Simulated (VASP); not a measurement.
# LuBe (Pm-3m) in VASP: a series of runs

One crystal, LuBe, is run at these levels: revPBE+D4, revPBE+dDsC; tasks: relaxation of cell and atoms.

All numbers are computed with VASP 6.6.1; they aren't measurements. Logs are shortened: lines on timing, memory, paths and dates and some standing lists are left out, and cuts for length are marked.

### Step 1. The crystal as given

It takes space group Pm-3m (No. 221, cubic). The conventional cell has a = 3.320 Å, b = 3.320 Å, c = 3.320 Å, α = 90.00°, β = 90.00°, γ = 90.00°. Around Lu (site symmetry m-3m) lie 8 Be at 2.88 Å. Be (site symmetry m-3m) is surrounded by 8 Lu at 2.88 Å.

The cell was built by a generator and needn't be a form met in nature.

### Step 2. Relaxation of cell and atoms, revPBE+D4

File INCAR:

```
PREC = Accurate
ENCUT = 600
EDIFF = 1E-6
ISMEAR = -1
SIGMA = 0.05
LREAL = False
LASPH = True
NELM = 60
ALGO = Normal
ISIF = 3
LWAVE = False
LCHARG = False
GGA = RE
IVDW = 13
IBRION = 2
NSW = 40
EDIFFG = -0.01
```

File KPOINTS:

```
regular mesh
0
Gamma
  8 8 8
```

File POSCAR:

```
LuBe
1.0
    3.3203700000      0.0000000000      0.0000000000
    0.0000000000      3.3203700000      0.0000000000
    0.0000000000      0.0000000000      3.3203700000
Lu Be
1 1
Direct
    0.0000000000      0.0000000000      0.0000000000
    0.5000000000      0.5000000000      0.5000000000
```

Potentials or basis: VASP PAW PBE potentials, release 64 (Lu, Be).

Run with:

```bash
cat potpaw_PBE.64/Lu/POTCAR potpaw_PBE.64/Be/POTCAR > POTCAR
mpirun -np 1 vasp_std > vasp.out
```

OUTCAR:

```text
PREC = Accurate
   ENCUT = 600
   EDIFF = 1E-6
   ISMEAR = -1
   LREAL = False
   LASPH = True
   NELM = 60
   ISIF = 3
   GGA = RE
   IVDW = 13
   IBRION = 2
   NSW = 40
   EDIFFG = -0.01

 ion  position               nearest neighbor table
   1  0.000  0.000  0.000-   2 2.88   2 2.88   2 2.88   2 2.88   2 2.88   2 2.88   2 2.88   2 2.88

   2  0.500  0.500  0.500-   1 2.88   1 2.88   1 2.88   1 2.88   1 2.88   1 2.88   1 2.88   1 2.88

  LATTYP: Found a simple cubic cell.
 ALAT       =     3.3203700000

  Lattice vectors:

 A1 = (   3.3203700000,   0.0000000000,   0.0000000000)
 A2 = (   0.0000000000,   3.3203700000,   0.0000000000)
 A3 = (   0.0000000000,   0.0000000000,   3.3203700000)

Analysis of symmetry for initial positions (statically):
=====================================================================
 Subroutine PRICEL returns:
 Original cell was already a primitive cell.

 Routine SETGRP: Setting up the symmetry group for a
 simple cubic supercell.

 Subroutine GETGRP returns: Found 48 space group operations
 (whereof 48 operations were pure point group operations)
 out of a pool of 48 trial point group operations.

The static configuration has the point symmetry O_h .

Analysis of symmetry for dynamics (positions and initial velocities):
=====================================================================
 Subroutine PRICEL returns:
 Original cell was already a primitive cell.

 Routine SETGRP: Setting up the symmetry group for a
 simple cubic supercell.

 Subroutine GETGRP returns: Found 48 space group operations
 (whereof 48 operations were pure point group operations)
 out of a pool of 48 trial point group operations.

The dynamic configuration has the point symmetry O_h .

 Subroutine INISYM returns: Found 48 space group operations
 (whereof 48 operations are pure point group operations),
 and found     1 'primitive' translations

----------------------------------------------------------------------------------------

                                     Primitive cell

  volume of cell :      36.6066

  direct lattice vectors                    reciprocal lattice vectors
     3.320370000  0.000000000  0.000000000     0.301171255  0.000000000  0.000000000
     0.000000000  3.320370000  0.000000000     0.000000000  0.301171255  0.000000000
     0.000000000  0.000000000  3.320370000     0.000000000  0.000000000  0.301171255

  length of vectors
     3.320370000  3.320370000  3.320370000     0.301171255  0.301171255  0.301171255

  position of ions in fractional coordinates (direct lattice)
     0.000000000  0.000000000  0.000000000
     0.500000000  0.500000000  0.500000000

  ion indices of the primitive-cell ions
   primitive index   ion index
                 1           1
                 2           2

----------------------------------------------------------------------------------------

 KPOINTS: regular mesh

Automatic generation of k-mesh.
 Grid dimensions read from file:
 generate k-points for:    8    8    8

 Generating k-lattice:

  Cartesian coordinates                     Fractional coordinates (reciprocal lattice)
     0.037646407  0.000000000  0.000000000     0.125000000  0.000000000  0.000000000
     0.000000000  0.037646407  0.000000000     0.000000000  0.125000000  0.000000000
     0.000000000  0.000000000  0.037646407     0.000000000  0.000000000  0.125000000

  Length of vectors
     0.037646407  0.037646407  0.037646407

  Shift w.r.t. Gamma in fractional coordinates (k-lattice)
     0.000000000  0.000000000  0.000000000

 Subroutine IBZKPT returns following result:
 ===========================================

 Found     35 irreducible k-points:

[... 50 lines left out ...]
   NFREE  =      1    steps in history (QN), initial steepest desc. (CG)
   ISIF   =      3    stress and relaxation
   ISYM   =      2    0-nonsym 1-usesym 2-fastsym
   POTIM  = 0.5000    time-step for ionic-motion
   TEBEG  =    0.0;   TEEND  =   0.0 temperature during run
   PSTRESS=    0.0 pullay stress
   NELECT =      27.0000    total number of electrons
   NUPDOWN=      -1.0000    fix difference up-down
   EMIN   =  10.00;   EMAX   =-10.00  energy-range for DOS
   EFERMI =   0.00;   METHOD = LEGACY
   ISMEAR =    -1;   SIGMA  =   0.05  broadening in eV -4-tet -1-fermi 0-gaus
   EFERMI_NEDOS =   21; number of points for ismear=-14 and -15
   IALGO  =     38    algorithm
   IMIX   =      4    mixing-type and parameters
     AMIX     =   0.40;   BMIX     =  1.00
     AMIX_MAG =   1.60;   BMIX_MAG =  1.00
  volume/ion in A,a.u.               =      18.30       123.52
  Fermi-wavevector in a.u.,A,eV,Ry     =   1.479141  2.795171 29.767621  2.187858
  Thomas-Fermi vector in A             =   2.593335
   LORBIT       =      0    0 simple, 1 ext, 2 COOP (PROOUT), +10 PAW based schemes
   GGA     = RE    functional components
   LHFCALC =     F    Hartree Fock is set to
   AEXX    =    0.0000 exact exchange contribution
   IVDW    =    13    specifies the selected vdW correction
   LEPSILON=     F    determine dielectric tensor
   LRPA    =     F    only Hartree local field effects (RPA)
 conjugate gradient relaxation of ions
 non-spin polarized calculation
  energy-cutoff  :      600.00
  volume of cell :       36.61
 maximum number of plane-waves:      1236
 NGX is ok and might be reduce to    28
   NGX = 13   NGY = 13   NGZ = 13

--------------------------------------- Ionic step        1  -------------------------------------------

 number of electron      26.9999988 magnetization

 Free energy of the ion-electron system (eV)
  ---------------------------------------------------
  ext. energy  EPLUGINS =         0.00000000
  ---------------------------------------------------
  free energy    TOTEN  =        -7.69205628 eV

  energy without entropy =       -7.67629065  energy(sigma->0) =       -7.68417346

------------------------ aborting loop because EDIFF is reached ----------------------------------------

  DFT-D4 for vdW energy calculation

  Edisp (eV):   -0.47535

  FORCE on cell =-STRESS in cart. coord.  units (eV):
  Direction    XX          YY          ZZ          XY          YZ          ZX
  --------------------------------------------------------------------------------------
  -------------------------------------------------------------------------------------
  Total      -0.02215    -0.02215    -0.02215    -0.00000     0.00000    -0.00000
  in kB      -0.96945    -0.96945    -0.96945    -0.00000     0.00000    -0.00000
  external pressure =       -0.97 kB  Pullay stress =        0.00 kB

 VOLUME and BASIS-vectors are now :
 -----------------------------------------------------------------------------
  energy-cutoff  :      600.00
  volume of cell :       36.61
      direct lattice vectors                 reciprocal lattice vectors
     3.320370000  0.000000000  0.000000000     0.301171255  0.000000000  0.000000000
     0.000000000  3.320370000  0.000000000     0.000000000  0.301171255  0.000000000
     0.000000000  0.000000000  3.320370000     0.000000000  0.000000000  0.301171255

 POSITION                                       TOTAL-FORCE (eV/Angst)
 -----------------------------------------------------------------------------------
      0.00000      0.00000      0.00000         0.000000      0.000000      0.000000
      1.66019      1.66019      1.66019         0.000000      0.000000      0.000000
 -----------------------------------------------------------------------------------
    total drift:                               -0.000000     -0.000000     -0.000000

  FREE ENERGIE OF THE ION-ELECTRON SYSTEM (eV)
  ---------------------------------------------------
  free  energy   TOTEN  =        -8.1674041688 eV

  energy  without entropy=       -8.1516385353  energy(sigma->0) =       -8.15952135

--------------------------------------- Ionic step        2  -------------------------------------------

 number of electron      26.9999988 magnetization

 Free energy of the ion-electron system (eV)
  ---------------------------------------------------
  ext. energy  EPLUGINS =         0.00000000
  ---------------------------------------------------
  free energy    TOTEN  =        -7.69130216 eV

  energy without entropy =       -7.67547657  energy(sigma->0) =       -7.68338937

 E-fermi :   3.0516     XC(G=0): -10.7201

 val. band max:        3.0367430356   @ k =   0.1250   0.1250   0.0000
 cond. band min:       3.0603308198   @ k =   0.3750   0.2500   0.1250
 fundamental gap:      0.0235877842
 Fermi energy:         3.0516330028

 k-point     1 :       0.0000    0.0000    0.0000
  band No.  band energies     occupation
      1     -52.8424      2.00000
      2     -23.3399      2.00000
      3     -23.3399      2.00000
      4     -23.3399      2.00000
      5      -4.0923      2.00000
      6      -1.5774      2.00000
[... 457 lines left out ...]
      4     -23.3282      2.00000
      5      -1.6193      2.00000
      6      -1.6080      2.00000
[... 9 lines left out ...]
     16       6.5511      0.00000
     17       6.9886      0.00000

 [... further k-points ...]

------------------------ aborting loop because EDIFF is reached ----------------------------------------

  DFT-D4 for vdW energy calculation

  Edisp (eV):   -0.47611

  FORCE on cell =-STRESS in cart. coord.  units (eV):
  Direction    XX          YY          ZZ          XY          YZ          ZX
  --------------------------------------------------------------------------------------
  -------------------------------------------------------------------------------------
  Total       0.00461     0.00461     0.00461     0.00000     0.00000    -0.00000
  in kB       0.20203     0.20203     0.20203     0.00000     0.00000    -0.00000
  external pressure =        0.20 kB  Pullay stress =        0.00 kB

 VOLUME and BASIS-vectors are now :
 -----------------------------------------------------------------------------
  energy-cutoff  :      600.00
  volume of cell :       36.55
      direct lattice vectors                 reciprocal lattice vectors
     3.318595965 -0.000000000 -0.000000000     0.301332253  0.000000000  0.000000000
    -0.000000000  3.318595965 -0.000000000     0.000000000  0.301332253 -0.000000000
    -0.000000000  0.000000000  3.318595965     0.000000000  0.000000000  0.301332253

 POSITION                                       TOTAL-FORCE (eV/Angst)
 -----------------------------------------------------------------------------------
      0.00000      0.00000      0.00000        -0.000000      0.000000      0.000000
      1.65930      1.65930      1.65930         0.000000     -0.000000      0.000000
 -----------------------------------------------------------------------------------
    total drift:                                0.000000     -0.000000     -0.000000

  FREE ENERGIE OF THE ION-ELECTRON SYSTEM (eV)
  ---------------------------------------------------
  free  energy   TOTEN  =        -8.1674086721 eV

  energy  without entropy=       -8.1515830799  energy(sigma->0) =       -8.15949588

 reached required accuracy - stopping structural energy minimisation
```

Wall time 80 s (1 thread of AMD EPYC, shared host); peak memory 0.16 GiB.

Results:

```
Free energy                            : -8.1674 eV
Relaxed volume                         : 18.27 Å³/atom
Relaxed cell                           : a = 3.319 Å, b = 3.319 Å, c = 3.319 Å, α = 90.00°, β = 90.00°, γ = 90.00°
Space group after relaxing (to 0.05 Å) : Pm-3m (No. 221)
Energy gained by relaxing              : 0.0 meV/atom
Ionic steps                            : 2
Pressure after relaxing                : 0.0 GPa
Band gap on the k mesh                 : none (metal or under the smearing width)
Dispersion energy per atom             : -0.238 eV
```

Final structure:
```
CELL_PARAMETERS angstrom
3.31860 0.00000 0.00000
0.00000 3.31860 0.00000
0.00000 0.00000 3.31860
ATOMIC_POSITIONS crystal
Lu 0.00000 0.00000 0.00000
Be 0.50000 0.50000 0.50000
```

Caveat: the PAW data sets were made with another functional, which shifts forces and pressure a little; pairwise dispersion overbinds metals, which lowers pressure and volume. Spin-orbit coupling is left out, which matters for the levels of Lu.

### Step 3. Relaxation of cell and atoms, revPBE+dDsC

INCAR: that of step 2 with these lines changed.

```diff
@@ -13,3 +13,3 @@
 GGA = RE
-IVDW = 13
+IVDW = 4
 IBRION = 2
```

KPOINTS is that of step 2.

POSCAR is that of step 2.

Potentials or basis: VASP PAW PBE potentials, release 64 (Lu, Be).

Run with:

```bash
cat potpaw_PBE.64/Lu/POTCAR potpaw_PBE.64/Be/POTCAR > POTCAR
mpirun -np 1 vasp_std > vasp.out
```

It took 2.4 min on 1 thread of AMD EPYC, shared host; peak memory 0.15 GiB.

It converged, with:

```yaml
Free_energy: -8.2226 eV
Relaxed_volume: 18.13 Å³/atom
Relaxed_cell: a = 3.310 Å, b = 3.310 Å, c = 3.310 Å, α = 90.00°, β = 90.00°, γ = 90.00°
Space_group_after_relaxing_to_0.05_Å: Pm-3m (No. 221)
Energy_gained_by_relaxing: -2.3 meV/atom
Ionic_steps: 3
Pressure_after_relaxing: 0.0 GPa
Band_gap_on_the_k_mesh: none (metal or under the smearing width)
Hirshfeld_charges: Lu +0.16; Be -0.16 e
Dispersion_energy_per_atom: -0.268 eV
```

Step by step:
```csv
step,energy change (eV),largest force (eV/Å),pressure (GPa),volume (Å³)
1,0.0000,0.0000,-0.75,36.61
2,0.0060,0.0000,0.22,36.15
3,0.0045,0.0000,0.03,36.25
```

Final structure:
```yaml
crystal:
  lattice:
    - [3.30964, 0.00000, 0.00000]
    - [0.00000, 3.30964, 0.00000]
    - [0.00000, 0.00000, 3.30964]
  atoms:
    - { symbol: Lu, position: [0.00000, 0.00000, 0.00000] }
    - { symbol: Be, position: [0.50000, 0.50000, 0.50000] }
```

Levels at points of the mesh, in eV from the Fermi level:
```csv
k point,band 10,band 11,band 12,band 13,band 14,band 15,band 16,band 17
"(0.00, 0.00, 0.00)",-4.60,-4.60,-4.56,0.03,0.03,4.50,4.50,4.50
"(0.50, 0.00, 0.00)",-4.55,-4.55,-4.14,-3.11,1.04,1.83,1.83,6.38
"(0.50, 0.50, 0.00)",-4.55,-4.54,-3.36,-0.28,-0.28,-0.11,3.72,3.72
"(0.50, 0.50, 0.50)",-4.56,-4.56,-2.14,-2.14,-2.14,1.92,6.04,6.04
```

Caveat: the PAW data sets were made with another functional, which shifts forces and pressure a little; pairwise dispersion overbinds metals, which lowers pressure and volume.

### Step 4. The reference run

An earlier run on the cell as given: functional PBE; potentials or basis VASP PAW PBE potentials, release 64 (Lu, Be); cutoff 520 eV; k mesh 8 × 8 × 8; occupations fermi-dirac, width 0.05 eV; no spin polarisation.

* Pressure: 0.3 GPa
* Band gap on the k mesh: none (metal or under the smearing width)

### Step 5. Overview

```csv
task,level,cell,cutoff (eV),gap on the mesh (eV),pressure (GPa),relaxed volume (Å³/atom)
relaxation of cell and atoms,revPBE+D4,relaxed,600,none,0.0,18.27
relaxation of cell and atoms,revPBE+dDsC,relaxed,600,none,0.0,18.13
single point,PBE,as given,520,none,0.3,-
```

Alike in all rows: potentials or basis VASP PAW PBE potentials, release 64 (Lu, Be); no spin polarisation; k mesh 8 × 8 × 8; smearing fermi-dirac 0.05 eV.

Caveats: the PAW data sets were made with another functional, which shifts forces and pressure a little (some runs); pairwise dispersion overbinds metals, which lowers pressure and volume (some runs).

Total energies depend on the potentials used, so only differences within one code and one set of settings carry meaning.
